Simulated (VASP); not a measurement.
```
CELL_PARAMETERS angstrom
      1.25255    -2.16948     0.00000
      1.25255     2.16948     0.00000
      0.00000     0.00000     6.77889
ATOMIC_POSITIONS crystal
  C  0.00000 0.00000 0.25000
  C  0.00000 0.00000 0.75000
  C  0.33333 0.66667 0.25000
  C  0.66667 0.33333 0.75000
```

These are r2SCAN+rVV10, VASP's PBE PAW potentials (set 64) (plane waves; VASP) values and carry that method's errors. Settings: 520 eV cut-off, 10×10×4 Γ-centred mesh, Gaussian smearing of 0.050 eV, potentials C.

**Question.** The ions and cell shape at fixed volume are relaxed. What does this cell relax into?

**Answer.** 
```
CELL_PARAMETERS angstrom
      1.23035    -2.13102     0.00000
      1.23035     2.13102     0.00000
      0.00000     0.00000     7.02578
ATOMIC_POSITIONS crystal
  C  0.00000 0.00000 0.25000
  C  0.00000 0.00000 0.75000
  C  0.33333 0.66667 0.25000
  C  0.66667 0.33333 0.75000
```
Space group P6_3/mmc (194), at a tolerance of 0.03 Å.

**Question.** How much energy does the relaxation gain?

**Answer.** The energy (σ→0) changes by -23.0 meV/atom, in 3 ionic steps.

The compound is C in the graphite structure. This cell is one point of a volume scan, at 1.06 of the reference volume. Symmetry was kept, so distortions that lower it aren't found.
